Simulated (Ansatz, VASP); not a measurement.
# BH4Pt: VASP beside Ansatz

```
B H Pt
1.0
     0.00000    2.65084    2.65084
     2.65084    0.00000    2.65084
     2.65084    2.65084    0.00000
B H Pt
1 4 1
Cartesian
  0.0000 0.0000 0.0000
  1.7570 0.8938 0.8938
  1.7570 1.7570 1.7570
  0.8938 1.7570 0.8938
  0.8938 0.8938 1.7570
  3.9763 3.9763 3.9763
```

Change from the starting cell: species swapped into the CeYCo4 type (F-43m, No. 216).

Alike in both runs: task relaxation of cell and atoms; functional PBE; k mesh 12 × 12 × 12; occupations gaussian, width 0.1 eV; no spin polarisation.

```csv
,VASP,Ansatz
version,VASP 6.6.1,Ansatz 0.2.0
potentials or method,"VASP PAW PBE potentials, release 64 (B, H, Pt)","scalar-relativistic, plane waves, PAW"
plane-wave cutoff (eV),600,420
valence electrons in the cell,17,25
```

|  | VASP | Ansatz | Ansatz less VASP |
| --- | --- | --- | --- |
| gap on the k mesh at the Fermi level, each at its own relaxed structure (eV) | none | none | - |
| relaxed volume (Å³/atom) | 6.16 | 6.16 | +0.005 |
| relaxed cell length with the largest relative difference (Å) | 3.739 | 3.740 | +0.0011 |

A gap of «none» marks a metal or a gap that the smearing closes. The two sets of potentials don't hold the same shells in valence.

Spin-orbit coupling is left out, which matters for the levels of Pt.
